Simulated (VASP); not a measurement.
Computed with LDA (Ceperley-Alder, Perdew-Zunger), VASP's LDA PAW potentials (set 64) (plane waves; VASP).

A VASP calculation is set up with these files.

POSCAR:
```
CsSnI3
1
    6.0445958896     0.0000000000     0.0000000000
    0.0000000000     6.0445958896     0.0000000000
   -0.0000000000    -0.0000000000     6.0445958896
Cs Sn I
1 1 3
Direct
  0.5000000000   0.5000000000   0.5000000000
  0.0000000000   0.0000000000   0.0000000000
  0.5000000000   0.0000000000   0.0000000000
  0.0000000000   0.5000000000   0.0000000000
  0.0000000000   0.0000000000   0.5000000000
```

### INCAR
```
# general
SYSTEM =CsSnI3
PREC   =Accurate
ENCUT  =400   # plane-wave cut-off (eV)
LREAL  =.False.   # projection in real space or not
LASPH  =.True.   # aspherical one-centre terms

# electronic loop
EDIFF  =1E-6
NELM   =100   # most electronic steps
ALGO   =Normal
LMAXMIX=4   # l cut-off of mixed one-centre charges

# smearing
ISMEAR =1   # Methfessel-Paxton
SIGMA  =0.1   # width (eV)

# ions
IBRION =2   # conjugate gradients
NSW    =60   # most ionic steps
ISIF   =3   # ions, shape and volume
EDIFFG =-0.02

# output
LWAVE  =.False.
LCHARG =.False.
```

File KPOINTS:
```
Automatic mesh
0
Gamma
5 5 5
0 0 0
```

POTCAR, in this order: Cs_sv Sn_d I (LDA.64 set). Program: vasp_std.

What VASP printed:

File OSZICAR:
```
       N       E                     dE             d eps       ncg     rms          rms(c)
DAV:   1     0.325334310189E+03    0.32533E+03   -0.16082E+04   520   0.127E+03
DAV:   2     0.223291776319E+02   -0.30301E+03   -0.29748E+03   630   0.289E+02
DAV:   3    -0.150014983365E+02   -0.37331E+02   -0.37104E+02   624   0.116E+02
DAV:   4    -0.163057806998E+02   -0.13043E+01   -0.13034E+01   658   0.257E+01
DAV:   5    -0.163419936316E+02   -0.36213E-01   -0.36209E-01   760   0.377E+00    0.522E+00
DAV:   6    -0.161762673847E+02    0.16573E+00   -0.31078E-01   696   0.328E+00    0.344E+00
DAV:   7    -0.161521636924E+02    0.24104E-01   -0.22635E-01   726   0.212E+00    0.722E-01
DAV:   8    -0.161489424702E+02    0.32212E-02   -0.36707E-02   614   0.127E+00    0.240E-01
DAV:   9    -0.161488683145E+02    0.74156E-04   -0.17039E-03   736   0.294E-01    0.699E-02
DAV:  10    -0.161488698518E+02   -0.15373E-05   -0.20247E-04   702   0.774E-02    0.336E-02
DAV:  11    -0.161488599556E+02    0.98962E-05   -0.96654E-05   726   0.669E-02    0.223E-02
DAV:  12    -0.161488580713E+02    0.18843E-05   -0.13713E-05   616   0.174E-02    0.137E-02
DAV:  13    -0.161488580243E+02    0.46981E-07   -0.62676E-07   482   0.484E-03
   1 F= -.16148858E+02 E0= -.16148982E+02  d E =-.161489E+02
       N       E                     dE             d eps       ncg     rms          rms(c)
DAV:   1    -0.161810876499E+02   -0.32230E-01   -0.64743E-01   662   0.727E+00    0.962E-01
DAV:   2    -0.161569749190E+02    0.24113E-01   -0.44073E-02   632   0.196E+00    0.398E-01
DAV:   3    -0.161511397573E+02    0.58352E-02   -0.17299E-02   702   0.106E+00    0.154E-01
DAV:   4    -0.161509043896E+02    0.23537E-03   -0.46184E-04   590   0.145E-01    0.127E-01
DAV:   5    -0.161507943051E+02    0.11008E-03   -0.18499E-04   798   0.111E-01    0.315E-02
DAV:   6    -0.161507900260E+02    0.42791E-05   -0.28294E-05   652   0.516E-02    0.445E-03
DAV:   7    -0.161507898730E+02    0.15305E-06   -0.11887E-06   390   0.648E-03
   2 F= -.16150790E+02 E0= -.16150914E+02  d E =-.193185E-02
```

**OUTCAR**
```
------------------------ aborting loop because EDIFF is reached ----------------------------------------
  FORCE on cell =-STRESS in cart. coord.  units (eV):
  Direction    XX          YY          ZZ          XY          YZ          ZX
  --------------------------------------------------------------------------------------
  Total       -0.0462497     -0.0462497     -0.0462497      0.0000000     -0.0000000      0.0000000
  in kB       -0.3388794     -0.3388794     -0.3388794      0.0000000     -0.0000000      0.0000000
  external PRESSURE =      -0.3388794 kB  Pullay stress =       0.0000000 kB
  volume of cell :      218.66
      direct lattice vectors                 reciprocal lattice vectors
     6.024552647 -0.000000000 -0.000000000     0.165987428  0.000000000 -0.000000000
    -0.000000000  6.024552647 -0.000000000     0.000000000  0.165987428  0.000000000
     0.000000000 -0.000000000  6.024552647     0.000000000  0.000000000  0.165987428
 POSITION                                       TOTAL-FORCE (eV/Angst)
 -----------------------------------------------------------------------------------
      3.01228      3.01228      3.01228        -0.000000     -0.000000      0.000000
      0.00000      0.00000      0.00000         0.000000      0.000000      0.000000
      3.01228     -0.00000     -0.00000         0.000000      0.000000      0.000000
     -0.00000      3.01228     -0.00000         0.000000      0.000000      0.000000
      0.00000     -0.00000      3.01228         0.000000     -0.000000      0.000000
 -----------------------------------------------------------------------------------
    total drift:                               -0.000000      0.000000     -0.000000
  FREE ENERGIE OF THE ION-ELECTRON SYSTEM (eV)
  ---------------------------------------------------
  free  energy   TOTEN  =       -16.1507898730 eV

  energy  without entropy=      -16.1511609716  energy(sigma->0) =      -16.15091357

 reached required accuracy - stopping structural energy minimisation
```
(Selected blocks of OUTCAR.)

**CONTCAR**
```
CsSnI3
   1.00000000000000
     6.0245526472831559   -0.0000000000000000   -0.0000000000000000
    -0.0000000000000000    6.0245526472831559   -0.0000000000000000
     0.0000000000000000   -0.0000000000000000    6.0245526472831559
  Cs              Sn              I
     1     1     3
Direct
     0.5000000000000000    0.5000000000000000    0.5000000000000000
     0.0000000000000000    0.0000000000000000    0.0000000000000000
     0.5000000000000000    0.0000000000000000    0.0000000000000000
     0.0000000000000000    0.5000000000000000    0.0000000000000000
     0.0000000000000000    0.0000000000000000    0.5000000000000000
```

The structure comes from a computed database's CsSnI3 entry (Pm-3m); how it stands against other phases isn't given here. This run relaxes it. Symmetry was kept, so distortions that lower it aren't found. The start is the result of an earlier pass.
